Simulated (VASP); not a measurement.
OSZICAR of a VASP run on InGaAs₂ (space group P-4m2):

OSZICAR:
```
       N       E                     dE             d eps       ncg     rms          rms(c)
DAV:   1     0.245824164502E+03    0.24582E+03   -0.15144E+04  1320   0.176E+03
DAV:   2     0.686221875996E+01   -0.23896E+03   -0.23493E+03  1386   0.403E+02
DAV:   3    -0.183146253407E+02   -0.25177E+02   -0.24993E+02  1620   0.133E+02
DAV:   4    -0.191024920435E+02   -0.78787E+00   -0.78693E+00  1576   0.264E+01
DAV:   5    -0.191295114823E+02   -0.27019E-01   -0.27013E-01  1752   0.443E+00    0.596E+00
DAV:   6    -0.186626981136E+02    0.46681E+00   -0.85061E-01  1868   0.139E+01    0.324E+00
DAV:   7    -0.185868443883E+02    0.75854E-01   -0.36917E-01  2052   0.425E+00    0.780E-01
DAV:   8    -0.185803801431E+02    0.64642E-02   -0.43415E-02  1704   0.276E+00    0.444E-01
DAV:   9    -0.185797862180E+02    0.59393E-03   -0.39398E-03  1850   0.101E+00    0.178E-01
DAV:  10    -0.185798440517E+02   -0.57834E-04   -0.36127E-04  1604   0.155E-01    0.721E-02
DAV:  11    -0.185798424817E+02    0.15700E-05   -0.11229E-04  1930   0.173E-01    0.264E-02
DAV:  12    -0.185798404339E+02    0.20478E-05   -0.17259E-05  1618   0.392E-02    0.910E-03
DAV:  13    -0.185798406818E+02   -0.24793E-06   -0.18922E-06  1126   0.918E-03
   1 F= -.18579841E+02 E0= -.18579824E+02  d E =-.185798E+02
       N       E                     dE             d eps       ncg     rms          rms(c)
DAV:   1    -0.186085090141E+02   -0.28669E-01   -0.61117E-01  1644   0.125E+01    0.103E+00
DAV:   2    -0.185875092163E+02    0.21000E-01   -0.67132E-02  1656   0.487E+00    0.439E-01
DAV:   3    -0.185824446681E+02    0.50645E-02   -0.10899E-02  1674   0.176E+00    0.171E-01
DAV:   4    -0.185821541368E+02    0.29053E-03   -0.13176E-03  1512   0.387E-01    0.101E-01
DAV:   5    -0.185820230580E+02    0.13108E-03   -0.11267E-04  1740   0.172E-01    0.364E-02
DAV:   6    -0.185820170269E+02    0.60311E-05   -0.31613E-05  1466   0.764E-02    0.130E-02
DAV:   7    -0.185820166779E+02    0.34903E-06   -0.18082E-06  1096   0.232E-02
   2 F= -.18582017E+02 E0= -.18581991E+02  d E =-.217600E-02
       N       E                     dE             d eps       ncg     rms          rms(c)
DAV:   1    -0.185820223662E+02   -0.53393E-05   -0.90998E-05  1644   0.158E-01    0.119E-02
DAV:   2    -0.185820194186E+02    0.29476E-05   -0.95576E-06  1380   0.570E-02    0.514E-03
DAV:   3    -0.185820186889E+02    0.72969E-06   -0.14983E-06   852   0.212E-02
   3 F= -.18582019E+02 E0= -.18581993E+02  d E =-.217801E-02
       N       E                     dE             d eps       ncg     rms          rms(c)
DAV:   1    -0.185870558588E+02   -0.50364E-02   -0.13465E-01  1758   0.366E+00    0.404E-01
DAV:   2    -0.185843374297E+02    0.27184E-02   -0.60892E-03  1704   0.129E+00    0.229E-01
DAV:   3    -0.185830679547E+02    0.12695E-02   -0.15453E-03  2028   0.603E-01    0.522E-02
DAV:   4    -0.185830455181E+02    0.22437E-04   -0.21901E-04  1508   0.159E-01    0.270E-02
DAV:   5    -0.185830431156E+02    0.24025E-05   -0.21753E-05  1918   0.574E-02    0.107E-02
DAV:   6    -0.185830430613E+02    0.54366E-07   -0.10683E-06   888   0.169E-02
   4 F= -.18583043E+02 E0= -.18583015E+02  d E =-.102437E-02
       N       E                     dE             d eps       ncg     rms          rms(c)
DAV:   1    -0.185860615919E+02   -0.30185E-02   -0.92907E-02  1758   0.304E+00    0.336E-01
DAV:   2    -0.185841909440E+02    0.18706E-02   -0.42086E-03  1700   0.107E+00    0.190E-01
DAV:   3    -0.185833135467E+02    0.87740E-03   -0.10559E-03  2022   0.499E-01    0.435E-02
DAV:   4    -0.185832981483E+02    0.15398E-04   -0.15072E-04  1510   0.131E-01    0.229E-02
DAV:   5    -0.185832964612E+02    0.16870E-05   -0.15026E-05  1856   0.481E-02    0.856E-03
DAV:   6    -0.185832964259E+02    0.35325E-07   -0.84194E-07   892   0.148E-02
   5 F= -.18583296E+02 E0= -.18583265E+02  d E =-.127774E-02
```

Problem. Which electronic solver shows in the log?

Solution. It is blocked Davidson (ALGO = Normal, or the opening steps of other solvers). The INCAR had ALGO = Normal.

Problem. Can the final energy be trusted as converged?

Solution. The calculation finished and met its thresholds. It stopped with EDIFF = 1E-6, NELM = 100, NSW = 60 and EDIFFG = -0.02 after 5 ionic steps (LDA (Ceperley-Alder, Perdew-Zunger), plane waves, VASP's LDA PAW potentials (set 64)).

The structure comes from a computed database's InGaAs2 entry (P-4m2); how it stands against other phases isn't given here. This run relaxes it. Symmetry was kept, so distortions that lower it aren't found. The start is the result of an earlier pass.
